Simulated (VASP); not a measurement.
Given:

```yaml
crystal:
  lattice:
    - [0.00000, 2.95500, 2.95500]
    - [2.95500, 0.00000, 2.95500]
    - [2.95500, 2.95500, 0.00000]
  atoms:
    - { symbol: Al, position: [0.25000, 0.25000, 0.25000] }
    - { symbol: Al, position: [0.75000, 0.75000, 0.75000] }
    - { symbol: Pt, position: [0.00000, 0.00000, 0.00000] }
```

The numbers are results of PBE GGA, VASP's PBE PAW potentials (set 64) (plane waves; VASP), not measurements. Numerical set-up: 400 eV cut-off, 8×8×8 Γ-centred mesh, second-order Methfessel-Paxton smearing of 0.010 eV, potentials Al Pt.

### Question
Give the stress tensor in GPa (positive for a compressed cell).

### Answer

```
2.30  0.00  0.00
0.00  2.30  0.00
0.00  0.00  2.30
```
The pressure is its mean diagonal, 2.30 GPa.

The compound is PtAl2 in the fluorite structure. The cell was not relaxed at this level. The run is one of a series of settings (ISMEAR = 2, SIGMA = 0.01 against the base run), some of them coarse on purpose.
